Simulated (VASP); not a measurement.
Level of theory: PBE GGA, VASP's PBE PAW potentials (set 64) (plane waves; VASP 6.6.1).

VASP input:

### INCAR
```
SYSTEM = AuAl2
PREC = Accurate
ENCUT = 350
EDIFF = 1E-6
NELM = 100
ALGO = Normal
LREAL = .FALSE.
LASPH = .TRUE.
ISMEAR = 1
SIGMA = 0.1
GGA = PE
LMAXMIX = 6
LWAVE = .FALSE.
LCHARG = .FALSE.
ISIF = 2
```

POSCAR:
```
AuAl2
1
    0.0000000000     3.0600000000     3.0600000000
    3.0600000000     0.0000000000     3.0600000000
    3.0600000000     3.0600000000     0.0000000000
Al Au
2 1
Direct
  0.2500000000   0.2500000000   0.2500000000
  0.7500000000   0.7500000000   0.7500000000
  0.0000000000   0.0000000000   0.0000000000
```

KPOINTS:
```
Automatic mesh
0
Gamma
8 8 8
0 0 0
```

POTCAR, in this order: Al Au (PBE.64 set). Program: vasp_std.

The resulting files:

File OSZICAR:
```
       N       E                     dE             d eps       ncg     rms          rms(c)
DAV:   1     0.473624413441E+02    0.47362E+02   -0.55050E+03   696   0.832E+02
DAV:   2    -0.114222432539E+02   -0.58785E+02   -0.54049E+02   828   0.168E+02
DAV:   3    -0.131865235500E+02   -0.17643E+01   -0.17320E+01   860   0.291E+01
DAV:   4    -0.132011042238E+02   -0.14581E-01   -0.14571E-01   824   0.310E+00
DAV:   5    -0.132013161914E+02   -0.21197E-03   -0.21196E-03   884   0.386E-01    0.848E+00
DAV:   6    -0.121117242374E+02    0.10896E+01   -0.62840E+00   776   0.278E+01    0.411E+00
DAV:   7    -0.120361240003E+02    0.75600E-01   -0.29886E-01   732   0.631E+00    0.182E+00
DAV:   8    -0.120102700531E+02    0.25854E-01   -0.29573E-02   820   0.129E+00    0.410E-01
DAV:   9    -0.120090914198E+02    0.11786E-02   -0.40989E-03   780   0.759E-01    0.190E-01
DAV:  10    -0.120092481584E+02   -0.15674E-03   -0.26672E-04   756   0.127E-01    0.357E-02
DAV:  11    -0.120092445583E+02    0.36002E-05   -0.89747E-06   852   0.252E-02    0.138E-02
DAV:  12    -0.120092467658E+02   -0.22076E-05   -0.54405E-06   748   0.158E-02    0.346E-03
DAV:  13    -0.120092468127E+02   -0.46869E-07   -0.18077E-07   452   0.413E-03
   1 F= -.12009247E+02 E0= -.12008276E+02  d E =-.291312E-02
```

### OUTCAR
```
------------------------ aborting loop because EDIFF is reached ----------------------------------------
  FORCE on cell =-STRESS in cart. coord.  units (eV):
  Direction    XX          YY          ZZ          XY          YZ          ZX
  --------------------------------------------------------------------------------------
  Total       -1.1583498     -1.1583498     -1.1583498      0.0000000      0.0000000      0.0000000
  in kB      -32.3859053    -32.3859053    -32.3859053      0.0000000      0.0000000      0.0000000
  external PRESSURE =     -32.3859053 kB  Pullay stress =       0.0000000 kB
  volume of cell :       57.31
      direct lattice vectors                 reciprocal lattice vectors
     0.000000000  3.060000000  3.060000000    -0.163398693  0.163398693  0.163398693
     3.060000000  0.000000000  3.060000000     0.163398693 -0.163398693  0.163398693
     3.060000000  3.060000000  0.000000000     0.163398693  0.163398693 -0.163398693
 POSITION                                       TOTAL-FORCE (eV/Angst)
 -----------------------------------------------------------------------------------
      1.53000      1.53000      1.53000        -0.000000     -0.000000     -0.000000
      4.59000      4.59000      4.59000         0.000000      0.000000      0.000000
      0.00000      0.00000      0.00000        -0.000000      0.000000      0.000000
 -----------------------------------------------------------------------------------
    total drift:                               -0.000000     -0.000000      0.000000
  FREE ENERGIE OF THE ION-ELECTRON SYSTEM (eV)
  ---------------------------------------------------
  free  energy   TOTEN  =       -12.0092468127 eV

  energy  without entropy=      -12.0063336895  energy(sigma->0) =      -12.00827577
```
(Selected blocks of OUTCAR.)

The compound is AuAl2 in the fluorite structure. The cell was not relaxed at this level. The run is one of a series of settings (ENCUT = 350 against the base run), some of them coarse on purpose. The electron count is odd and the run is not spin-polarised, which forces a metal.
